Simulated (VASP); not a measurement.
# The low-index faces of Be, part 2 of 4

Aim: compare the low-index faces of Be at one level of theory.

VASP 6.6.1; PBE; plane waves and PAW (Be).

So far. Step 3 (The bulk reference, job self-consistent run, k-mesh …): The run ends at a pressure of 0.14 GPa.

## 4. Relaxing the slab, 8 atoms, face Be(0001)

System of this step: Be(0001). The cell holds 8 atoms: 8 Be. Cell: a = 2.263 Å, b = 2.263 Å, c = 27.487 Å, α = 90.0°, β = 90.0°, γ = 60.0°. It derives from Be. 8 layers of hcp Be, cut at this functional's lattice. Vacuum lies along c.

All atoms relax at the fixed cell.

Input file INCAR:

```
SYSTEM = Be
PREC = Normal
ENCUT = 320
EDIFF = 1E-05
NELM = 120
ISMEAR = 1
SIGMA = 0.15
LREAL = .FALSE.
ALGO = Fast
GGA = PE
NBANDS = 16
LORBIT = 11
LWAVE = .FALSE.
LCHARG = .FALSE.
KPAR = 4
IBRION = 2
NSW = 40
ISIF = 2
EDIFFG = -0.03
POTIM = 0.4
MAXMIX = 40
```

Input file POSCAR:

```
Be
1.0
    2.2629053365      0.0000000000      0.0000000000
    1.1314526682      1.9597335078      0.0000000000
    0.0000000000      0.0000000000     27.4873709002
Be
8
Direct
    0.6666666700      0.6666666700      0.2728525800
    0.0000000000      0.0000000000      0.3377518400
    0.6666666700      0.6666666700      0.4026511000
    0.0000000000      0.0000000000      0.4675503700
    0.6666666700      0.6666666700      0.5324496300
    0.0000000000      0.0000000000      0.5973489000
    0.6666666700      0.6666666700      0.6622481600
    0.0000000000      0.0000000000      0.7271474200
```

Input file KPOINTS:

```
Automatic mesh
0
Gamma
15 15 1
0 0 0
```

PAW data sets: Be (PBE family, release 64).

On the command line:

```bash
> mpirun -np 4 vasp_std
```

What it wrote:

```text
[banner, memory and clock lines left out]
running    4 mpi-ranks, on    1 nodes
 distrk:  each k-point on    1 cores,    4 groups
 distr:  one band on    1 cores,    1 groups

 POSCAR found type information on POSCAR Be
 POSCAR found :  1 types and       8 ions
 LDA part: xc-table for (Slater+PW92), standard interpolation
 POSCAR, INCAR and KPOINTS ok, starting setup
 FFT: planning ... GRIDC
 FFT: planning ... GRID_SOFT
 FFT: planning ... GRID
 WAVECAR not read
 entering main loop
       N       E                     dE             d eps       ncg     rms          rms(c)
DAV:   1     0.174664026084E+02    0.17466E+02   -0.45012E+03   872   0.537E+02
DAV:   2    -0.281463977489E+02   -0.45613E+02   -0.40622E+02  1168   0.118E+02
DAV:   3    -0.300304529797E+02   -0.18841E+01   -0.18424E+01  1248   0.224E+01
DAV:   4    -0.300667476787E+02   -0.36295E-01   -0.36279E-01  1168   0.348E+00
DAV:   5    -0.300680987766E+02   -0.13511E-02   -0.13509E-02  1392   0.613E-01    0.286E+00
RMM:   6    -0.294137172878E+02    0.65438E+00   -0.48396E-01   894   0.250E+00    0.174E+00
RMM:   7    -0.292589351675E+02    0.15478E+00   -0.10157E-01   901   0.119E+00    0.105E+00
RMM:   8    -0.291525619201E+02    0.10637E+00   -0.73631E-02   895   0.117E+00    0.373E-01
RMM:   9    -0.291417242793E+02    0.10838E-01   -0.15411E-02   900   0.497E-01    0.140E-01
RMM:  10    -0.291399381082E+02    0.17862E-02   -0.27844E-03   895   0.234E-01    0.700E-02
RMM:  11    -0.291390173372E+02    0.92077E-03   -0.17714E-03   892   0.139E-01    0.433E-02
RMM:  12    -0.291391878697E+02   -0.17053E-03   -0.50549E-04   836   0.855E-02    0.269E-02
RMM:  13    -0.291394637951E+02   -0.27593E-03   -0.25224E-04   814   0.549E-02    0.119E-02
RMM:  14    -0.291395918277E+02   -0.12803E-03   -0.92268E-05   751   0.306E-02    0.835E-03
RMM:  15    -0.291396307021E+02   -0.38874E-04   -0.26277E-05   667   0.170E-02    0.417E-03
RMM:  16    -0.291397751229E+02   -0.14442E-03   -0.13762E-05   645   0.114E-02    0.231E-03
RMM:  17    -0.291398851967E+02   -0.11007E-03   -0.10248E-05   566   0.813E-03    0.174E-03
RMM:  18    -0.291399187149E+02   -0.33518E-04   -0.26546E-06   464   0.456E-03    0.517E-04
RMM:  19    -0.291399280255E+02   -0.93107E-05   -0.66128E-07   408   0.351E-03
   1 F= -.29139928E+02 E0= -.29137820E+02  d E =-.291399E+02
 curvature:   0.00 expect dE= 0.000E+00 dE for cont linesearch  0.000E+00
 trial: gam= 0.00000 g(F)=  0.306E-02 g(S)=  0.000E+00 ort = 0.000E+00 (trialstep = 0.100E+01)
 search vector abs. value=  0.306E-02
 bond charge predicted
       N       E                     dE             d eps       ncg     rms          rms(c)
DAV:   1    -0.291429946885E+02   -0.30760E-02   -0.29734E-02  1256   0.841E-01    0.702E-02
RMM:   2    -0.291425038743E+02    0.49081E-03   -0.14743E-03   883   0.194E-01    0.138E-02
RMM:   3    -0.291425320396E+02   -0.28165E-04   -0.11498E-04   845   0.638E-02    0.534E-03
RMM:   4    -0.291425438245E+02   -0.11785E-04   -0.25603E-05   718   0.265E-02    0.132E-03
RMM:   5    -0.291425468273E+02   -0.30027E-05   -0.40875E-06   602   0.110E-02
   2 F= -.29142547E+02 E0= -.29140368E+02  d E =-.261880E-02
[...]
3 F= -.29145434E+02 E0= -.29143240E+02  d E =-.550631E-02
[...]
4 F= -.29146846E+02 E0= -.29144709E+02  d E =-.141207E-02
[...]
5 F= -.29147875E+02 E0= -.29145897E+02  d E =-.244017E-02
[...]
6 F= -.29148659E+02 E0= -.29146777E+02  d E =-.784095E-03
[...]
7 F= -.29148931E+02 E0= -.29147140E+02  d E =-.105605E-02
[...]
8 F= -.29149733E+02 E0= -.29148019E+02  d E =-.802459E-03
 ZBRENT: can't locate minimum, use default step
 trial-energy change:   -0.000802  1 .order   -0.000799   -0.000884   -0.000715
 step:   9.9848(harm= 13.0381)  dis= 0.02941  next Energy=   -29.151239 (dE=-0.231E-02)
 bond charge predicted
       N       E                     dE             d eps       ncg     rms          rms(c)
DAV:   1    -0.291512914143E+02   -0.15579E-02   -0.28122E-01   864   0.282E+00    0.864E-02
RMM:   2    -0.291510798171E+02    0.21160E-03   -0.38049E-03   892   0.368E-01    0.786E-03
RMM:   3    -0.291511189432E+02   -0.39126E-04   -0.32232E-04   891   0.109E-01    0.503E-03
RMM:   4    -0.291511215090E+02   -0.25658E-05   -0.63030E-05   794   0.438E-02
   9 F= -.29151122E+02 E0= -.29149650E+02  d E =-.219096E-02
 curvature: -14.24 expect dE=-0.757E-03 dE for cont linesearch -0.107E-03
 trial: gam=-0.15405 g(F)=  0.532E-04 g(S)=  0.000E+00 ort = 0.798E-04 (trialstep = 0.399E+01)
 search vector abs. value=  0.486E-04
 reached required accuracy - stopping structural energy minimisation
```

Elapsed: 19 s, on 4 MPI ranks of AMD EPYC 7R43, shared host; peak memory 0.54 GiB; 71 s of CPU time.

Parts of OUTCAR (step 4):

```text
  LATTYP: Found a hexagonal cell.
 ALAT       =     2.2629053365
 C/A-ratio  =    12.1469380344

 Subroutine GETGRP returns: Found 12 space group operations
 (whereof  6 operations were pure point group operations)

The static configuration has the point symmetry C_3v.
 The point group associated with its full space group is D_3d.

 Found     27 irreducible k-points:

   k-points           NKPTS =     27   k-points in BZ     NKDIM =     27   number of bands    NBANDS=     16

   dimension x,y,z NGX =    10 NGY =   10 NGZ =  120
   dimension x,y,z NGXF=    20 NGYF=   20 NGZF=  240

   ENCUT  =  320.0 eV  23.52 Ry    4.85 a.u.   3.30  3.30 40.09*2*pi/ulx,y,z

   NELECT =      16.0000    total number of electrons

 E-fermi :   0.8551

 k-point     1 :       0.0000    0.0000    0.0000
  band No.  band energies     occupation
    ...
      5      -6.8260      2.00000
      6      -5.5885      2.00000
      7      -4.2638      2.00000
      8      -1.8630      2.00000
      9      -1.6675      2.00000
     10       3.1425     -0.00000
     11       4.7129      0.00000
     12       5.7053      0.00000
     13       6.1008      0.00000
     14       7.2394      0.00000
    ...

 k-point     2 :       0.0667    0.0000    0.0000
  band No.  band energies     occupation
    ...
      5      -6.6928      2.00000
      6      -5.4514      2.00000
      7      -4.1167      2.00000
      8      -1.7208      2.00000
      9      -1.5138      2.00000
     10       3.2044     -0.00000
     11       4.8128      0.00000
     12       5.8515      0.00000
     13       6.2543      0.00000
     14       7.3927      0.00000
    ...

  Total       -1.7725290     -1.7725290      0.1295603      0.0000000      0.0000000      0.0000000
  in kB      -23.2973925    -23.2973925      1.7028880      0.0000000      0.0000000      0.0000000
  external PRESSURE =     -14.9639657 kB  Pullay stress =       0.0000000 kB

  energy-cutoff  :      320.00
  volume of cell :      121.90
      direct lattice vectors                 reciprocal lattice vectors
     2.262905336  0.000000000  0.000000000     0.441909780 -0.255136731  0.000000000
     1.131452668  1.959733508  0.000000000     0.000000000  0.510273461  0.000000000
     0.000000000  0.000000000 27.487370900     0.000000000  0.000000000  0.036380344

 POSITION                                       TOTAL-FORCE (eV/Angst)
 -----------------------------------------------------------------------------------
      2.26291      1.30649      7.41612        -0.000000      0.000000      0.008145
      1.13145      1.95973      9.26442        -0.000000     -0.000000     -0.012625
      2.26291      1.30649     11.06341        -0.000000     -0.000000     -0.017167
      0.00000      0.00000     12.85223        -0.000000      0.000000     -0.012976
      2.26291      1.30649     14.63514         0.000000     -0.000000      0.012976
      1.13145      1.95973     16.42396         0.000000      0.000000      0.017167
      2.26291      1.30649     18.22295         0.000000      0.000000      0.012625
      0.00000      0.00000     20.07125         0.000000      0.000000     -0.008145
 -----------------------------------------------------------------------------------
    total drift:                                0.000000      0.000000     -0.000008

  FREE ENERGIE OF THE ION-ELECTRON SYSTEM (eV)
  ---------------------------------------------------
  free  energy   TOTEN  =       -29.1511215090 eV

  energy  without entropy=      -29.1467058525  energy(sigma->0) =      -29.14964962

 total charge
# of ion       s       p       d       tot
------------------------------------------
    1        0.406   0.629   0.000   1.035
    2        0.413   0.731   0.000   1.144
    3        0.411   0.751   0.000   1.162
    4        0.410   0.757   0.000   1.167
    5        0.410   0.757   0.000   1.167
    6        0.411   0.751   0.000   1.162
    7        0.413   0.731   0.000   1.144
    8        0.406   0.629   0.000   1.035
--------------------------------------------------
tot          3.280   5.736   0.000   9.016

[... 1 part as in an earlier step ...]

[... 7 further parts left out ...]
```

The run keeps the 12 symmetry operations of its start, so it cannot find a distortion of lower symmetry.

Relaxation path:

| step | energy less that of the first step (eV) | largest force (eV/Å) |
| --- | --- | --- |
| 1 | 0.0000 | 0.1647 |
| 2 | -0.0026 | 0.1328 |
| 3 | -0.0055 | 0.0769 |
| 4 | -0.0069 | 0.0561 |
| 5 | -0.0079 | 0.0501 |
| 6 | -0.0087 | 0.0381 |
| 7 | -0.0090 | 0.0560 |
| 8 | -0.0098 | 0.0449 |
| 9 | -0.0112 | 0.0172 |

The atoms that moved most (Å):

| atom | dx | dy | dz | length |
| --- | --- | --- | --- | --- |
| Be1 | 0.000 | 0.000 | -0.084 | 0.084 |
| Be8 | 0.000 | 0.000 | 0.084 | 0.084 |
| Be2 | 0.000 | 0.000 | -0.019 | 0.019 |
| Be7 | 0.000 | 0.000 | 0.019 | 0.019 |

The relaxed structure:

```
Be
1.0
     2.26291    0.00000    0.00000
     1.13145    1.95973    0.00000
     0.00000    0.00000   27.48737
Be
8
Cartesian
  2.2629 1.3065 7.4161
  0.0000 0.0000 9.2644
  2.2629 1.3065 11.0634
  0.0000 0.0000 12.8522
  2.2629 1.3065 14.6351
  0.0000 0.0000 16.4240
  2.2629 1.3065 18.2229
  0.0000 0.0000 20.0712
```

This step gave:

- electronic cycles: 54
- electrons: 16
- free energy (TOTEN): -29.15 eV
- energy at zero smearing: -29.15 eV
- Fermi energy: 0.8551 eV

The run ended after 9 ionic steps, 0.011 eV below its first step, once the forces on the free atoms met EDIFFG = -0.03.

## 5. Potential and states of the slab, 8 atoms, face Be(0001)

A static run writes the electrostatic potential without exchange and correlation (LVHAR), which is flat in the vacuum and gives the level to count from. The dipole correction cancels the field that unlike faces would set up across the vacuum.

Input file INCAR:

```
SYSTEM = Be
PREC = Normal
ENCUT = 320
EDIFF = 1E-06
NELM = 120
ISMEAR = 1
SIGMA = 0.15
LREAL = .FALSE.
ALGO = Fast
GGA = PE
NBANDS = 16
LORBIT = 11
LWAVE = .FALSE.
LCHARG = .TRUE.
KPAR = 4
IDIPOL = 3
LDIPOL = .TRUE.
DIPOL = 0.5 0.5 0.5
LVHAR = .TRUE.
LVACPOTAV = .TRUE.
NEDOS = 1500
```

Input file POSCAR:

```
Be
1.0
    2.2629053365      0.0000000000      0.0000000000
    1.1314526682      1.9597335078      0.0000000000
    0.0000000000      0.0000000000     27.4873709002
Be
8
Direct
    0.6666666700      0.6666666700      0.2698010999
    0.0000000000      0.0000000000      0.3370428905
    0.6666666700      0.6666666700      0.4024907801
    0.0000000000      0.0000000000      0.4675686047
    0.6666666700      0.6666666700      0.5324313953
    0.0000000000      0.0000000000      0.5975092199
    0.6666666700      0.6666666700      0.6629571095
    0.0000000000      0.0000000000      0.7301989001
```

KPOINTS is that of step 4.

On the command line:

```bash
> mpirun -np 4 vasp_std
```

What it wrote:

```text
[... set-up lines as in an earlier step ...]
 entering main loop
       N       E                     dE             d eps       ncg     rms          rms(c)
DAV:   1     0.169351448327E+02    0.16935E+02   -0.44883E+03   872   0.537E+02
DAV:   2    -0.280998997154E+02   -0.45035E+02   -0.40174E+02  1184   0.117E+02
DAV:   3    -0.299671682909E+02   -0.18673E+01   -0.18222E+01  1240   0.223E+01
DAV:   4    -0.300034842586E+02   -0.36316E-01   -0.36301E-01  1208   0.347E+00
DAV:   5    -0.300047484003E+02   -0.12641E-02   -0.12640E-02  1392   0.587E-01    0.279E+00
RMM:   6    -0.294328441917E+02    0.57190E+00   -0.42798E-01  1077   0.236E+00    0.178E+00
RMM:   7    -0.292732883457E+02    0.15956E+00   -0.86265E-02  1025   0.112E+00    0.110E+00
RMM:   8    -0.291640141721E+02    0.10927E+00   -0.57461E-02  1073   0.114E+00    0.384E-01
RMM:   9    -0.291527923823E+02    0.11222E-01   -0.14756E-02  1125   0.480E-01    0.142E-01
RMM:  10    -0.291511477917E+02    0.16446E-02   -0.23045E-03  1155   0.215E-01    0.625E-02
RMM:  11    -0.291502476774E+02    0.90011E-03   -0.12898E-03  1122   0.124E-01    0.339E-02
RMM:  12    -0.291504730561E+02   -0.22538E-03   -0.52376E-04  1154   0.782E-02    0.222E-02
RMM:  13    -0.291507312085E+02   -0.25815E-03   -0.24826E-04  1100   0.542E-02    0.107E-02
RMM:  14    -0.291507531331E+02   -0.21925E-04   -0.71322E-05  1084   0.283E-02    0.616E-03
RMM:  15    -0.291508726945E+02   -0.11956E-03   -0.20692E-05  1072   0.157E-02    0.332E-03
RMM:  16    -0.291510048449E+02   -0.13215E-03   -0.98500E-06   954   0.964E-03    0.227E-03
RMM:  17    -0.291510960077E+02   -0.91163E-04   -0.77146E-06   926   0.733E-03    0.967E-04
RMM:  18    -0.291511142903E+02   -0.18283E-04   -0.13659E-06   851   0.362E-03    0.491E-04
RMM:  19    -0.291511243711E+02   -0.10081E-04   -0.67358E-07   740   0.224E-03    0.123E-04
RMM:  20    -0.291511249947E+02   -0.62359E-06   -0.87647E-08   530   0.122E-03
 -----------------------------------------------------------------------------
|                                                                             |
|           W    W    AA    RRRRR   N    N  II  N    N   GGGG   !!!           |
|           W    W   A  A   R    R  NN   N  II  NN   N  G    G  !!!           |
|           W    W  A    A  R    R  N N  N  II  N N  N  G       !!!           |
|           W WW W  AAAAAA  RRRRR   N  N N  II  N  N N  G  GGG   !            |
|           WW  WW  A    A  R   R   N   NN  II  N   NN  G    G                |
|           W    W  A    A  R    R  N    N  II  N    N   GGGG   !!!           |
|                                                                             |
|     Did not find any points to average over, which means that no vacuum     |
|     field-free region was found. Please increase the size of  your cell     |
|     in the dimension of the dipole correction to obtain accurate            |
|     workfunction values.                                                    |
|                                                                             |
 -----------------------------------------------------------------------------

   1 F= -.29151125E+02 E0= -.29149655E+02  d E =-.440972E-02
```

Wall time 11 s (4 MPI ranks); peak memory 0.49 GiB.

OUTCAR, selected parts (step 5):

```text
   NELECT =      16.0000    total number of electrons

 dipolmoment           0.000000      0.000000     -0.000000 electrons x Angstroem

 E-fermi :   0.8552

 k-point     1 :       0.0000    0.0000    0.0000
  band No.  band energies     occupation
    ...
      5      -6.8260      2.00000
      6      -5.5887      2.00000
      7      -4.2640      2.00000
      8      -1.8630      2.00000
      9      -1.6675      2.00000
     10       3.1422     -0.00000
     11       4.7120      0.00000
     12       5.6999      0.00000
     13       6.0972      0.00000
     14       7.2605      0.00000
    ...

  Total       -1.7734973     -1.7734973      0.1307177      0.0000000     -0.0000000      0.0000000
  in kB      -23.3101200    -23.3101200      1.7181000      0.0000000     -0.0000000      0.0000000
  external PRESSURE =     -14.9673800 kB  Pullay stress =       0.0000000 kB

 POSITION                                       TOTAL-FORCE (eV/Angst)
 -----------------------------------------------------------------------------------
      2.26291      1.30649      7.41612        -0.000000     -0.000000      0.007468
      0.00000      0.00000      9.26442        -0.000000     -0.000000     -0.012711
      2.26291      1.30649     11.06341         0.000000     -0.000000     -0.017558
      0.00000      0.00000     12.85223        -0.000000      0.000000     -0.013562
      2.26291      1.30649     14.63514         0.000000     -0.000000      0.013562
      0.00000      0.00000     16.42396        -0.000000      0.000000      0.017558
      2.26291      1.30649     18.22295         0.000000      0.000000      0.012711
      0.00000      0.00000     20.07125         0.000000      0.000000     -0.007468
 -----------------------------------------------------------------------------------
    total drift:                                0.000000      0.000000      0.000000

  FREE ENERGIE OF THE ION-ELECTRON SYSTEM (eV)
  ---------------------------------------------------
  free  energy   TOTEN  =       -29.1511249947 eV

  energy  without entropy=      -29.1467152749  energy(sigma->0) =      -29.14965509

 vacuum level on the upper side and lower side of the slab         6.246         6.246

[... 9 parts as in an earlier step ...]

[... 8 further parts left out ...]
```

Numbers from this step:

```
electronic cycles                          : 20
Fermi energy                               : 0.8552 eV
dipole moment                              : 0, 0, 0 e·Å
vacuum levels                              : 6.246, 6.246 eV
work functions of the upper and lower face : 5.391, 5.391 eV
```

The planar average of the electrostatic potential oscillates, so the rows of the table below give means over windows of 1.83 Å about each position, cut where the curve ends. Its maxima inside the range that stand out by 2 % of the span (Å: eV): 8.4: -0.803, 10.2: -1.41, 11.9: -1.68, 13.7: -1.72, 15.6: -1.68, 17.3: -1.41, 19.1: -0.803. Its minima: 7.4: -11.0, 9.3: -11.4, 11.1: -11.7, 12.8: -11.8, 14.7: -11.8, 16.4: -11.7, 18.2: -11.4, 20.0: -11.0.

Zero at the Fermi level. The planar average of the electrostatic potential by height; means over each step:

| height (Å) | planar average of the electrostatic potential (eV) |
| --- | --- |
| 0.92 | 5.39 |
| 2.75 | 5.39 |
| 4.58 | 5.34 |
| 6.41 | 0.209 |
| 8.23 | -5.86 |
| 10.07 | -6.53 |
| 11.89 | -6.80 |
| 13.73 | -6.90 |
| 15.55 | -6.80 |
| 17.38 | -6.54 |
| 19.21 | -5.87 |
| 21.05 | -0.115 |
| 22.88 | 5.34 |
| 24.70 | 5.39 |
| 26.54 | 5.39 |

Density of states in the PAW spheres, an atom over height of the layer and energy from the Fermi level.

Values in states/eV, 22 rows by 8 columns, each cell a mean:
```
0.087 0.059 0.045 0.037 0.037 0.045 0.059 0.087
0.166 0.123 0.077 0.059 0.059 0.077 0.123 0.166
0.154 0.138 0.090 0.061 0.061 0.090 0.138 0.154
0.165 0.110 0.118 0.117 0.117 0.118 0.110 0.165
0.278 0.192 0.130 0.108 0.108 0.130 0.192 0.278
0.227 0.136 0.085 0.073 0.073 0.085 0.136 0.227
0.185 0.148 0.169 0.199 0.199 0.169 0.148 0.185
0.125 0.110 0.128 0.125 0.125 0.128 0.110 0.125
0.177 0.177 0.208 0.181 0.181 0.208 0.177 0.177
0.098 0.105 0.122 0.151 0.151 0.122 0.105 0.098
0.091 0.141 0.096 0.132 0.132 0.096 0.141 0.091
0.138 0.159 0.188 0.134 0.134 0.188 0.159 0.138
0.088 0.121 0.147 0.155 0.155 0.147 0.121 0.088
0.095 0.132 0.143 0.190 0.190 0.143 0.132 0.095
0.110 0.122 0.127 0.113 0.113 0.127 0.122 0.110
0.080 0.115 0.140 0.116 0.116 0.140 0.115 0.080
0.083 0.108 0.108 0.128 0.128 0.108 0.108 0.083
0.091 0.122 0.126 0.132 0.132 0.126 0.122 0.091
0.059 0.080 0.096 0.061 0.061 0.096 0.080 0.059
0.080 0.122 0.106 0.126 0.126 0.106 0.122 0.080
0.048 0.068 0.089 0.100 0.100 0.089 0.068 0.048
0.056 0.106 0.088 0.073 0.073 0.088 0.106 0.056
```
Columns: height of the layer (Å) from 7.4 to 20.1 (not evenly spaced); rows upwards: energy from the Fermi level (eV) from -7.9 to 0.5.

Valence density in the ca plane at fractional y = 0.000, with atoms of Be within 0.2 Å of it. It is the smooth field of the valence electrons, not physical close to the nuclei.

Ten even steps from '0' (0.00 e/Å³) to '9' (0.29 e/Å³), each cell a mean:
```
55799999985589999998558999988744531000000000
87889999998899999998789999988877631000000000
99888888889988888888998888888898631000000000
89888888888888888888988888888898631000000000
99888888889988888888998888888898631000000000
88889999998899999988889899988888631000000000
65899999986689999998569999988755531000000000
43799999983389999997348999988633431000000000
```
Columns run along c (16.0 Å, from fractional 0.33 to 0.91 of the cell), rows up along a (2.3 Å). Atoms in or near the plane, at fractional coordinates: Be at (0.34, 0.00), Be at (0.47, 0.00), Be at (0.60, 0.00), Be at (0.73, 0.00).

The map of layer states is cut here 0.5 eV above the Fermi level, so it leaves out the states above that.

The vacuum level lies 5.39 eV above the Fermi level at the upper face; both faces agree, as the slab has next to no dipole.

The program found no field-free point at its default tolerance, but its printed level agrees with the flat part of the planar average.

On this mesh the fine structure of the density of states is sampling noise, and high empty states may be cut by the number of bands.

[end of part 2 of 4]

[Lines on the potential files, build, host, timing and source positions are cut from VASP's logs without a mark.]

[Logs are printed without paths, hosts, clocks, repeated set-up lines and the standing remarks that a program may print on its own settings, such as how far it seeks lower states.]

[Hosts, paths, dates, database ids (printed as entryN), source tags and the programs' standing remarks are cut or masked in the printed files.]

[Runs that stopped without an error message from VASP are left out.]
